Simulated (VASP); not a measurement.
Consider the following.

```yaml
crystal:
  lattice:
    - [1.12475, -2.00597, 0.00000]
    - [1.12475, 2.00597, 0.00000]
    - [0.00000, 0.00000, 3.51769]
  atoms:
    - { symbol: Be, position: [0.33333, 0.66667, 0.25000] }
    - { symbol: Be, position: [0.69496, 0.36163, 0.75000] }
```

Computed with PBE GGA, VASP's PBE PAW potentials (set 64) (plane waves; VASP). Numerical set-up: 525 eV cut-off, 17×17×9 Γ-centred mesh, first-order Methfessel-Paxton smearing of 0.10 eV, potentials Be.

Task: Which forces act on the atoms, in eV/Å?

Result: 
```tsv
atom	Fx	Fy	Fz
Be1	0.239	-0.091	0.000
Be2	-0.239	0.091	0.000
```

Task: Give the stress tensor in GPa (positive for a compressed cell).

Result: 
```
 1.38  -1.62   0.00
-1.62  -5.71   0.00
 0.00   0.00   4.81
```
The pressure is its mean diagonal, 0.16 GPa.

The compound is Be in the hcp structure. The cell was not relaxed at this level, atoms are displaced from their ideal sites. The run is one of a series of settings (ENCUT = 525 against the base run), some of them coarse on purpose.
